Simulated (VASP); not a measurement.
Input:

```
Pd
1.0
    0.00000     1.90024     1.90024
    1.90024     0.00000     1.90024
    1.90024     1.90024     0.00000
Pd
1
Direct
  0.00000   0.00000   0.00000
```

Computed with LDA (Ceperley-Alder, Perdew-Zunger), VASP's LDA PAW potentials (set 64) (plane waves; VASP). Settings: 520 eV cut-off, 16×16×16 Γ-centred mesh, first-order Methfessel-Paxton smearing of 0.10 eV, potentials Pd.

Give the stress tensor in GPa (positive for a compressed cell).

```
7.92  0.00  0.00
0.00  7.92  0.00
0.00  0.00  7.92
```
The pressure is its mean diagonal, 7.92 GPa.

The compound is Pd in the fcc structure. This cell is one point of a volume scan, at 0.97 of the reference volume.
